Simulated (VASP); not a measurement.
Computed with B3LYP hybrid, VASP's PBE PAW potentials (set 64) (plane waves; VASP).

VASP input:

### INCAR
```
# general
SYSTEM   = Si
PREC     = Accurate
ENCUT    = 520
LREAL    = F
LASPH    = T
ISYM     = 3

# electronic loop
EDIFF    = 1E-6
NELM     = 60
ALGO     = Normal

# smearing
ISMEAR   = 0
SIGMA    = 0.05

# functional
GGA      = B3
AGGAC    = 0.81
AGGAX    = 0.72
ALDAC    = 0.19
LHFCALC  = T
AEXX     = 0.2
HFRCUT   = -1
PRECFOCK = Fast

# ions
ISIF     = 2

# output
LWAVE    = F
LCHARG   = F
```

File POSCAR:
```
Si
1
    0.0000000000     2.7342745148     2.7342745148
    2.7342745148     0.0000000000     2.7342745148
    2.7342745148     2.7342745148     0.0000000000
Si
2
Direct
  0.0000000000   0.0000000000   0.0000000000
  0.2500000000   0.2500000000   0.2500000000
```

File KPOINTS_OPT:
```
k-points along high-symmetry lines
5
Line-mode
Reciprocal
  0.000000   0.000000   0.000000 ! GAMMA
  0.500000   0.000000   0.500000 ! X

  0.500000   0.000000   0.500000 ! X
  0.625000   0.250000   0.625000 ! U

  0.375000   0.375000   0.750000 ! K
  0.000000   0.000000   0.000000 ! GAMMA

  0.000000   0.000000   0.000000 ! GAMMA
  0.500000   0.500000   0.500000 ! L

  0.500000   0.500000   0.500000 ! L
  0.500000   0.250000   0.750000 ! W

  0.500000   0.250000   0.750000 ! W
  0.500000   0.000000   0.500000 ! X
```

File KPOINTS:
```
Automatic mesh
0
Gamma
6 6 6
0 0 0
```

POTCAR, in this order: Si (PBE.64 set). Program: vasp_std. Read from the step before: WAVECAR.

Output of the run:

**OSZICAR**
```
       N       E                     dE             d eps       ncg     rms          rms(c)
DAV:   1    -0.118322245414E+02   -0.11832E+02   -0.44616E-01   280   0.404E+00    0.806E-01
DAV:   2    -0.118375680258E+02   -0.53435E-02   -0.27853E-02   280   0.119E+00    0.756E-01
DAV:   3    -0.118349805104E+02    0.25875E-02   -0.18321E-03   296   0.295E-01    0.504E-01
DAV:   4    -0.118340671918E+02    0.91332E-03   -0.10347E-03   296   0.171E-01    0.329E-01
DAV:   5    -0.118338348536E+02    0.23234E-03   -0.41219E-04   320   0.108E-01    0.215E-01
DAV:   6    -0.118337812475E+02    0.53606E-04   -0.12280E-04   304   0.606E-02    0.137E-01
DAV:   7    -0.118337693509E+02    0.11897E-04   -0.32661E-05   328   0.319E-02    0.857E-02
DAV:   8    -0.118337667599E+02    0.25910E-05   -0.80309E-06   288   0.162E-02    0.525E-02
DAV:   9    -0.118337662025E+02    0.55742E-06   -0.19511E-06   168   0.894E-03
   1 F= -.11833766E+02 E0= -.11833766E+02  d E =-.327436E-11
       N       E                     dE             ncg
       N       E                     dE             ncg
```

File OUTCAR:
```
------------------------ aborting loop because EDIFF is reached ----------------------------------------
  FORCE on cell =-STRESS in cart. coord.  units (eV):
  Direction    XX          YY          ZZ          XY          YZ          ZX
  --------------------------------------------------------------------------------------
  Total        0.2171612      0.2171612      0.2171612      0.0000000      0.0000000      0.0000000
  in kB        8.5101342      8.5101342      8.5101342      0.0000000      0.0000000      0.0000000
  external PRESSURE =       8.5101342 kB  Pullay stress =       0.0000000 kB
  volume of cell :       40.88
      direct lattice vectors                 reciprocal lattice vectors
     0.000000000  2.734274515  2.734274515    -0.182863863  0.182863863  0.182863863
     2.734274515  0.000000000  2.734274515     0.182863863 -0.182863863  0.182863863
     2.734274515  2.734274515  0.000000000     0.182863863  0.182863863 -0.182863863
 POSITION                                       TOTAL-FORCE (eV/Angst)
 -----------------------------------------------------------------------------------
      0.00000      0.00000      0.00000         0.000000     -0.000000     -0.000000
      1.36714      1.36714      1.36714        -0.000000      0.000000      0.000000
 -----------------------------------------------------------------------------------
    total drift:                               -0.000000     -0.000000     -0.000000
  FREE ENERGIE OF THE ION-ELECTRON SYSTEM (eV)
  ---------------------------------------------------
  free  energy   TOTEN  =       -11.8337662025 eV

  energy  without entropy=      -11.8337662025  energy(sigma->0) =      -11.83376620

  exchange ACFDT corr.  =         0.00000000  see jH, gK, PRB 81, 115126
```
(Selected blocks of OUTCAR.)

OUTCAR:
```
 val. band max:        5.2620611015   @ k =   0.0000   0.0000   0.0000

 cond. band min:       7.2342246777   @ k =   0.3333   0.3333   0.0000


 Fermi energy:         5.4777003995

 k-point     1 :       0.0000    0.0000    0.0000
  band No.  band energies     occupation
      1      -7.6105      2.00000
      2       5.2621      2.00000
      3       5.2621      2.00000
      4       5.2621      2.00000
      5       9.1089      0.00000
      6       9.1089      0.00000
      7       9.1089      0.00000
      8       9.6335      0.00000

 k-point     2 :       0.1667    0.0000    0.0000
  band No.  band energies     occupation
      1      -7.2261      2.00000
      2       2.7620      2.00000
      3       4.8118      2.00000
      4       4.8118      2.00000
      5       8.7922      0.00000
      6       9.7729      0.00000
      7       9.7729      0.00000
      8      11.8849      0.00000

 k-point     3 :       0.3333    0.0000    0.0000
  band No.  band energies     occupation
      1      -6.1574      2.00000
      2      -0.4375      2.00000
      3       4.2213      2.00000
      4       4.2213      2.00000
      5       8.1588      0.00000
      6      10.1441      0.00000
      7      10.1441      0.00000
      8      14.6322      0.00000

 k-point     4 :       0.5000    0.0000    0.0000
  band No.  band energies     occupation
      1      -5.1600      2.00000
      2      -2.1726      2.00000
      3       3.9977      2.00000
      4       3.9977      2.00000
      5       7.9170      0.00000
      6       9.9963      0.00000
      7       9.9963      0.00000
      8      14.5846      0.00000

 k-point     5 :       0.1667    0.1667    0.0000
  band No.  band energies     occupation
      1      -7.0949      2.00000
      2       3.0643      2.00000
      3       4.0620      2.00000
      4       4.0620      2.00000
      5       8.2235      0.00000
      6      10.8373      0.00000
      7      10.9199      0.00000
...
```

The path is coarsely sampled, so an indirect gap can come out somewhat too large.

The compound is Si in the diamond structure. It was relaxed first. The cell's shape comes from a PBE relaxation.
